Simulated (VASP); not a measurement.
Data:

```xyz
2
Lattice="0.0000 2.5306 2.5306 2.5306 0.0000 2.5306 2.5306 2.5306 0.0000" Properties=species:S:1:pos:R:3 pbc="T T T"
Mg     0.0000     0.0000     0.0000
S      2.5306     2.5306     2.5306
```

Computed with PBE0 hybrid, VASP's PBE PAW potentials (set 64) (plane waves; VASP). Run with 520 eV cut-off, 6×6×6 Γ-centred mesh, Gaussian smearing of 0.050 eV, potentials Mg S.

Q: Give the stress tensor in GPa (positive for a compressed cell).

A: 
```
6.98  0.00  0.00
0.00  6.98  0.00
0.00  0.00  6.98
```
The pressure is its mean diagonal, 6.98 GPa.

The compound is MgS in the rock salt structure. This cell is one point of a volume scan, at 0.91 of the reference volume. The cell's shape comes from a PBE relaxation.
